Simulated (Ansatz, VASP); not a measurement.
# Cross-check of SnSe2 between VASP and Ansatz, part 2 of 2

Wanted: the spread between two codes on one cell, functional and k mesh. The cell is taken from a series of runs on this material, whose earlier steps may have relaxed, scaled, displaced or heated it; both programs get it as it stands.

VASP 6.6.1 and Ansatz 0.2.0.

So far. Step 2 (VASP: single point, r2SCAN, pair 1): The run ends at a pressure of 1.31 GPa, with forces up to 0.14 eV/Å. Step 3 (Ansatz: single point, r2SCAN, pair 1): The run ends at a pressure of 1.27 GPa, with forces up to 0.15 eV/Å.

## 5. VASP: single point, r2SCAN, pair 2

Level of this step: r2SCAN; plane waves and PAW (Sn_d, Se) (VASP).

A single point gives forces, pressure and levels at one fixed geometry, so differences don't come from the geometry; what else differs is listed under the comparison.

Contents of INCAR:

```
SYSTEM = SnSe2
PREC = Accurate
ENCUT = 440
EDIFF = 1E-06
NELM = 120
ISMEAR = 0
SIGMA = 0.01
LREAL = .FALSE.
ALGO = Normal
METAGGA = R2SCAN
LASPH = .TRUE.
NBANDS = 19
LORBIT = 11
LWAVE = .FALSE.
LCHARG = .FALSE.
ISIF = 2
GGA_COMPAT = .FALSE.
EFERMI = MIDGAP
LMIXTAU = .TRUE.
KPAR = 2
```

Contents of POSCAR:

```
SnSe2
1.0
    3.8110001075      0.0000000000      0.0000000000
   -1.9055000537      3.3004229069      0.0000000000
    0.0000000000      0.0000000000      6.1360000000
Sn Se
1 2
Direct
    0.0000000000      0.0000000000      0.0000000000
    0.3333333333      0.6666666667      0.2588430553
    0.6666666667      0.3333333333      0.7411569447
```

Contents of KPOINTS:

```
Automatic mesh
0
Gamma
9 9 6
0 0 0
```

The projector-augmented-wave data sets are Sn_d and Se (PBE family, release 64).

On the command line:

```bash
> mpirun -np 2 vasp_std
```

Numbers of over 12 decimals in the logs are rounded to 6 here.

What it wrote:

```text
[banner, memory and clock lines left out]
running    2 mpi-ranks, on    1 nodes
[...]
[... a notice as in an earlier step ...]

 LDA part: xc-table for (None), standard interpolation
 POSCAR, INCAR and KPOINTS ok, starting setup
[...]
entering main loop
       N       E                     dE             d eps       ncg     rms          rms(c)
DAV:   1     0.148638619700E+03    0.14864E+03   -0.11507E+04  2385   0.143E+03
DAV:   2    -0.375209375035E+02   -0.18616E+03   -0.18085E+03  2589   0.367E+02
DAV:   3    -0.583788375153E+02   -0.20858E+02   -0.20336E+02  2941   0.113E+02
DAV:   4    -0.590354781808E+02   -0.65664E+00   -0.65556E+00  2748   0.214E+01
[...]
DAV:  19    -0.546065865967E+02   -0.42346E-04   -0.59194E-05  2365   0.699E-02    0.114E-02
DAV:  20    -0.546065830859E+02    0.35108E-05   -0.40215E-06  2470   0.151E-02    0.637E-03
DAV:  21    -0.546065832907E+02   -0.20481E-06   -0.42127E-07  1397   0.619E-03
   1 F= -.54606583E+02 E0= -.54606583E+02  d E =0.000000E+00
```

Parts of OUTCAR (step 5):

```text
  Total        0.7448365      0.7448365      0.4259444      0.0000000     -0.0000000     -0.0000000
  in kB       15.4624254     15.4624253      8.8423882      0.0000000     -0.0000000     -0.0000000
  external PRESSURE =      13.2557463 kB  Pullay stress =       0.0000000 kB

 POSITION                                       TOTAL-FORCE (eV/Angst)
 -----------------------------------------------------------------------------------
      0.00000      0.00000      0.00000         0.000000      0.000000      0.000000
     -0.00000      2.20028      1.58826         0.000000     -0.000000     -0.138057
      1.90550      1.10014      4.54774        -0.000000      0.000000      0.138057
 -----------------------------------------------------------------------------------
    total drift:                               -0.000000     -0.000000     -0.000000

  FREE ENERGIE OF THE ION-ELECTRON SYSTEM (eV)
  ---------------------------------------------------
  free  energy   TOTEN  =       -54.6065832907 eV

  energy  without entropy=      -54.6065832907  energy(sigma->0) =      -54.60658329

[... 1 part as in an earlier step ...]

[... 2 further parts left out ...]
[key lines of the parts left out:]
E-fermi :   4.3421
```

The run ends at a pressure of 1.33 GPa, with forces up to 0.14 eV/Å.

## 6. Ansatz: single point, r2SCAN, pair 2

The same cell, functional, mesh and smearing now go to Ansatz, which takes its cutoff from its data sets.

The cell is taken from a series of runs on this material, whose earlier steps may have relaxed, scaled, displaced or heated it; both programs get it as it stands.

Contents of input.yaml:

```yaml
crystal:
  lattice:
    - [3.8110001075, 0.0, 0.0]
    - [-1.9055000537, 3.3004229069, 0.0]
    - [0.0, 0.0, 6.136]
  atoms:
    - { symbol: Sn, position: [0.0, 0.0, 0.0] }
    - { symbol: Se, position: [0.3333333333, 0.6666666667, 0.2588430553] }
    - { symbol: Se, position: [0.6666666667, 0.3333333333, 0.7411569447] }
kpoints:
  mp_grid: { grid: [9, 9, 6] }
  band_path:
    path:
      - [[0.0, 0.0, 0.0], [0.5, 0.0, 0.0], [0.33333333, 0.33333333, 0.0], [0.0, 0.0, 0.0], [0.0, 0.0, 0.5], [0.5, 0.0, 0.5], [0.33333333, 0.33333333, 0.5], [0.0, 0.0, 0.5]]
      - [[0.5, 0.0, 0.5], [0.5, 0.0, 0.0]]
      - [[0.33333333, 0.33333333, 0.5], [0.33333333, 0.33333333, 0.0]]
    npoints: 8
hamiltonian:
  xc: r2scan
scf:
  occupations: { method: gaussian, width: 0.01 }
  n_extra_bands: 9
output:
  eigenvalues: true
  boltztrap: { nscf_kmesh: [18, 18, 8] }
checkpoint:
  read: start.run
  write: ck
  compress: false
  write_wavefunctions: false
  write_every: 100000
```

On the command line:

```bash
> ansatz run input.yaml --threads 4 --pin off --max-ram 9216MiB --backend cpu --events-out ev --progress --plain --runs-dir out
```

What it wrote:

```text
[...]
Crystal: 3 atoms, lattice volume = 77.178 Å³
Basis set: ecut = 500 eV, 1949 PW (Γ), exchange–correlation on 120×120×180 points (64 copies of the dense FFT grid, shifted against one another)
Bands: 32, of which v1, the nominal top of the filled ones, is band 23 counted from 1 (22 counted from 0)
Symmetry: 12 space group operations
[...]
k-points: 62 of 486
[...]
--- Band table (eV; the first three rows and the last of 62) ---
  k-point 0: bands = [... 19 lower, 7.2815, 7.5203, 7.5203, 7.7645, 9.2853, 11.4707, 12.9401, 12.9401, ... 5 higher]
  k-point 1: bands = [... 19 lower, 7.2348, 7.2348, 7.5844, 7.5844, 9.8228, 11.4700, 12.8573, 12.8573, ... 5 higher]
  k-point 2: bands = [... 19 lower, 7.1741, 7.1741, 7.6807, 7.6807, 10.4957, 11.4416, 12.6998, 12.6998, ... 5 higher]
  k-point 61: bands = [... 19 lower, 3.6207, 4.0691, 7.4609, 7.4609, 10.4805, 12.7629, 12.7629, 14.2701, ... 5 higher]
[key lines of the parts left out:]
SCF converged after 2 iterations
Free energy (F): -16996.142920 eV
Fermi energy:    8.289123 eV
```

## 7. Differences

What differs besides the data sets and the points named for the pairs above, as far as they apply: the data sets hold 46 valence electrons in Ansatz (on its default PAW (the set named soft_2) files) and 26 in VASP; the cutoff is 500 eV in Ansatz and 440 eV in VASP. Total energies have different zeros and are not compared.

The two programs side by side:

| quantity | Ansatz | VASP | difference |
| --- | --- | --- | --- |
| gap on the k mesh (eV) | 0.838 | 0.839 | -0.001 |

A gap on the mesh is an upper bound, since the band edges may lie between its points.

## 8. Summary of results

```json
{
  "r.m.s. force difference (single point, r2SCAN, pair 1)": "6.5 meV/Å",
  "difference in gap on the k mesh (single point, r2SCAN, pair 2)": "-7.4e-4 eV"
}
```

The r.m.s. force difference is 6.5 meV/Å (single point, r2SCAN, pair 1), within the 12 meV/Å picked in this series as the mark of a large difference. The data sets hold unlike numbers of valence electrons (46 in Ansatz and 26 in VASP), so part of the differences comes from the potentials. How closely two codes agree says nothing of how well the functional describes the real material.

[Lines on the potential files, build, host, timing and source positions are cut from VASP's logs without a mark.]

[Logs are printed without paths, hosts, clocks, repeated set-up lines and the standing remarks that a program may print on its own settings, such as how far it seeks lower states.]

[Hosts, paths, dates, database ids (printed as entryN), source tags and the programs' standing remarks are cut or masked in the printed files.]
